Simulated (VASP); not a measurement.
SiC:

```
Si C
1.0
     3.07600    0.00000    0.00000
    -1.53800    2.66389    0.00000
     0.00000    0.00000    5.04800
Si C
2 2
Direct
  0.33333 0.66667 0.00000
  0.66667 0.33333 0.50000
  0.33333 0.66667 0.38500
  0.66667 0.33333 0.88500
```

```yaml
Program: VASP 6.6.1
Task: relaxation of cell and atoms
Functional: PBE
Potentials_or_basis: VASP PAW PBE potentials, release 64 (Si, C)
Cutoff: 520 eV
k_mesh: 12 × 12 × 6
Occupations: gaussian, width 0.02 eV
Spin: no spin polarisation
```

At the start: pressure 3.6 GPa; volume 10.34 Å³/atom.

Question: Where does the relaxation end?

Answer: Over 7 steps the energy falls by 10.7 meV/atom and the volume is 10.50 Å³/atom (+1.5 %); space group P6_3mc (No. 186, to 0.05 Å).

Step by step:
```csv
step,energy change (eV),largest force (eV/Å),pressure (GPa),volume (Å³)
1,0.0000,0.7527,3.64,41.36
2,-0.0031,0.6250,-3.56,42.78
3,-0.0397,0.0845,-0.45,42.09
4,-0.0427,0.0254,0.05,41.99
5,-0.0428,0.0123,-0.01,42.00
6,-0.0428,0.0113,0.01,42.00
7,-0.0428,0.0003,0.00,42.00
```

Final structure:
```
CELL_PARAMETERS angstrom
3.09170 0.00000 0.00000
-1.54585 2.67749 0.00000
0.00000 0.00000 5.07410
ATOMIC_POSITIONS crystal
Si 0.33333 0.66667 0.00458
Si 0.66667 0.33333 0.50458
C 0.33333 0.66667 0.38042
C 0.66667 0.33333 0.88042
```
